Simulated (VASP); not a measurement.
These are PBEsol GGA, VASP's PBE PAW potentials (set 64) (plane waves; VASP) values and carry that method's errors.

VASP input:

### INCAR
```
SYSTEM = GaN
PREC = Accurate
ENCUT = 620
EDIFF = 1E-6
NELM = 100
ALGO = Normal
LREAL = .FALSE.
LASPH = .TRUE.
ISMEAR = 0
SIGMA = 0.05
GGA = PS
LMAXMIX = 4
LWAVE = .FALSE.
LCHARG = .FALSE.
IBRION = 2
ISIF = 3
NSW = 40
EDIFFG = -0.02
```

File KPOINTS:
```
Automatic
0
Gamma
 8 8 5
0 0 0
```

POSCAR:
```
GaN
1
    1.5912219442    -2.7560772156     0.0000000000
    1.5912219442     2.7560772156     0.0000000000
    0.0000000000     0.0000000000     5.1801024123
Ga N
2 2
Direct
  0.6666670000   0.3333330000   0.5000334008
  0.3333330000   0.6666670000   0.0000334008
  0.6666670000   0.3333330000   0.8769665992
  0.3333330000   0.6666670000   0.3769665992
```

POTCAR, in this order: Ga_d N (PBE.64 set). Program: vasp_std.

Task: Predict the energy per atom (σ→0), volume per atom.

Result: 
```json
{
  "energy per atom (σ→0)": "-6.568 eV/atom",
  "volume_per_atom": "11.33 Å^3/atom"
}
```

**OSZICAR**
```
...
DAV:   1    -0.262746447122E+02   -0.12968E-02   -0.23016E-02  1656   0.328E+00    0.227E-01
DAV:   2    -0.262737003879E+02    0.94432E-03   -0.34009E-03  1822   0.135E+00    0.109E-01
DAV:   3    -0.262733991081E+02    0.30128E-03   -0.62699E-04  2088   0.583E-01    0.234E-02
DAV:   4    -0.262733890957E+02    0.10012E-04   -0.15929E-04  1406   0.116E-01    0.156E-02
DAV:   5    -0.262733804760E+02    0.86197E-05   -0.91300E-06  1912   0.329E-02    0.643E-03
DAV:   6    -0.262733793447E+02    0.11312E-05   -0.23020E-06  1090   0.268E-02    0.262E-03
DAV:   7    -0.262733793192E+02    0.25576E-07   -0.16583E-07   684   0.682E-03
   2 F= -.26273379E+02 E0= -.26273379E+02  d E =-.313790E-04
```

The compound is GaN in the wurtzite structure. This run relaxes it. Symmetry was kept, so distortions that lower it aren't found.
